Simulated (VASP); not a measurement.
Input:

```
LaC
1.0
    3.67900     0.00000     0.00000
    0.00000     3.67900     0.00000
    0.00000     0.00000     3.67900
La C
1 1
Direct
  0.00000   0.00000   0.00000
  0.50000   0.50000   0.50000
```

Calculation: PBE GGA, VASP's PBE PAW potentials (set 64) (plane waves; VASP). Numerical set-up: 520 eV cut-off, 9×9×9 Γ-centred mesh, first-order Methfessel-Paxton smearing of 0.10 eV, potentials La C.

Energy and stress use the plane-wave basis of the starting cell.

Problem. The ions, cell shape and volume are relaxed. Give the cell that the relaxation ends in.

Solution. 
```
LaC
1.0
    3.27676     0.00000     0.00000
    0.00000     3.27676     0.00000
    0.00000     0.00000     3.27676
La C
1 1
Direct
  0.00000   0.00000   0.00000
  0.50000   0.50000   0.50000
```
Space group Pm-3m (221), at a tolerance of 0.03 Å.

Problem. How do energy and volume change from the first to the last step?

Solution. The energy (σ→0) changes by -503.5 meV/atom and the volume by -29.3 %, in 3 ionic steps.

```
step  E(σ→0) (eV)  max force (eV/Å)  pressure (GPa)  volume (Å³)
----  -----------  ----------------  --------------  -----------
1        -11.7310             0.000          -16.45        49.80
2        -12.7125             0.000            5.18        33.55
3        -12.7380             0.000            0.07        35.18
```

The structure was generated: LaC was put into the CsCl type type (Pm-3m), which need not be its known phase. This run relaxes it. Symmetry was kept, so distortions that lower it aren't found. The electron count is odd and the run is not spin-polarised, which forces a metal.
